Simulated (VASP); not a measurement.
Level of theory: LDA (Ceperley-Alder, Perdew-Zunger), VASP's LDA PAW potentials (set 64) (plane waves; VASP 6.6.1).

VASP input:

### KPOINTS
```
Automatic mesh
0
Gamma
6 6 6
0 0 0
```

**INCAR**
```
# general
SYSTEM  = KCdF3
PREC    = Accurate
ENCUT   = 400   # plane-wave cut-off (eV)
LREAL   = .FALSE.   # projection in real space or not
LASPH   = .TRUE.

# electronic loop
EDIFF   = 1E-6   # SCF stop (eV)
NELM    = 100   # most electronic steps
ALGO    = Normal
LMAXMIX = 4   # l cut-off of mixed one-centre charges

# smearing
ISMEAR  = -1
SIGMA   = 0.05   # width (eV)

# ions
ISIF    = 2

# output
LWAVE   = .FALSE.
LCHARG  = .FALSE.
```

POSCAR:
```
KCdF3
1
    4.3820900000     0.0000000000     0.0000000000
    0.0000000000     4.3820900000     0.0000000000
    0.0000000000     0.0000000000     4.3820900000
K Cd F
1 1 3
Direct
  0.0000000000   0.0000000000   0.0000000000
  0.5000000000   0.5000000000   0.5000000000
  0.0000000000   0.5000000000   0.5000000000
  0.5000000000   0.0000000000   0.5000000000
  0.5000000000   0.5000000000   0.0000000000
```

POTCAR, in this order: K_sv Cd F (LDA.64 set). Program: vasp_std.

### Question
What will the output report for the number of irreducible k-points (NKPTS), largest plane-wave count, number of space-group operations, FFT grid (NGX, NGY, NGZ)?

### Answer

| Property | Value |
|---|---|
| number of irreducible k-points (NKPTS) | 20 |
| largest plane-wave count | 1568 |
| number of space-group operations | 48 |
| FFT grid (NGX, NGY, NGZ) | 30 × 30 × 30 |

The structure comes from a computed database's KCdF3 entry (Pm-3m); how it stands against other phases isn't given here. The cell was not relaxed at this level. The run is one of a series of settings (GGA removed, POTCAR K_sv Cd F (LDA.64 set) against the base run), some of them coarse on purpose.
